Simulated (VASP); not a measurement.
Here is the system:

```
CELL_PARAMETERS angstrom
      0.00000     2.96409     2.96409
      2.96409     0.00000     2.96409
      2.96409     2.96409     0.00000
ATOMIC_POSITIONS crystal
  Pb 0.00000 0.00000 0.00000
  F  0.25000 0.25000 0.25000
  F  0.75000 0.75000 0.75000
```

The numbers are results of LDA (Ceperley-Alder, Perdew-Zunger), VASP's LDA PAW potentials (set 64) (plane waves; VASP), not measurements. Settings: 520 eV cut-off, 7×7×7 Γ-centred mesh, Gaussian smearing of 0.050 eV, potentials Pb_d F.

Predict the energy per atom (σ→0), pressure.

The energy per atom (σ→0) comes out as -5.305 eV/atom and the pressure comes out as -4.55 GPa.

Total energies compare only between runs with the same potentials, cut-off and functional.

The compound is PbF2 in the fluorite structure, the β form. This cell is one point of a volume scan, at 1.06 of the reference volume.
